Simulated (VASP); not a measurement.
VASP ran on this input.

### KPOINTS
```
K-points
0
G
11 11 11
0 0 0
```

File POSCAR:
```
SnTe
1.0
  0.0000000000   2.7758365249   2.7758365249
  2.7758365249   0.0000000000   2.7758365249
  2.7758365249   2.7758365249   0.0000000000
Sn Te
1 1
Direct
  0.0000000000   0.0000000000   0.0000000000
  0.5000000000   0.5000000000   0.5000000000
```

### INCAR
```
ISMEAR = 1   ! Methfessel-Paxton
SYSTEM = SnTe
GGA = PE   ! PBE
LMAXMIX = 4
NELM = 100
ENCUT = 500   ! plane-wave cut-off (eV)
EDIFFG = -0.02   ! ionic stop
LWAVE = F
LREAL = F   ! projection in real space or not
EDIFF = 1E-6
LASPH = T
IBRION = 2
LCHARG = F
ALGO = Normal   ! blocked Davidson
ISIF = 3   ! ions, shape and volume
PSTRESS = 450   ! kbar
PREC = Accurate
NSW = 40
SIGMA = 0.1
```

POTCAR, in this order: Sn_d Te (PBE.64 set). Program: vasp_std.

Question: Translate this PBE calculation to Ansatz.

Answer: One equivalent input (not run):
Ansatz 0.2 input:
```yaml
crystal:
  lattice:
    - [0.0000000, 2.7758365, 2.7758365]
    - [2.7758365, 0.0000000, 2.7758365]
    - [2.7758365, 2.7758365, 0.0000000]
  atoms:
    - { symbol: Sn, position: [0.0000000, 0.0000000, 0.0000000] }
    - { symbol: Te, position: [0.5000000, 0.5000000, 0.5000000] }
kpoints:
  mp_grid: { grid: [11, 11, 11] }
hamiltonian:
  xc: pbe
  pseudopotentials: { kind: paw }
scf:
  occupations: { method: methfessel_paxton, width: 0.1 }
  max_iter: 100
relax:
  max_steps: 40
  f_tol: 0.02
  cell: { p_target: 45 }
output: { forces: true, stress: true, eigenvalues: true }
```
The two are equivalent in intent, not identical: each code has its own PAW files, so the cut-off isn't converted (ENCUT is set for VASP's; basis.ecutwfc is left out, and Ansatz then takes the one that its files recommend); Ansatz stops its SCF on the density residual and VASP on the energy change (EDIFF).

The compound is SnTe in the rock salt structure, which distorts at low temperature. It was relaxed first under an external pressure of 45 GPa.
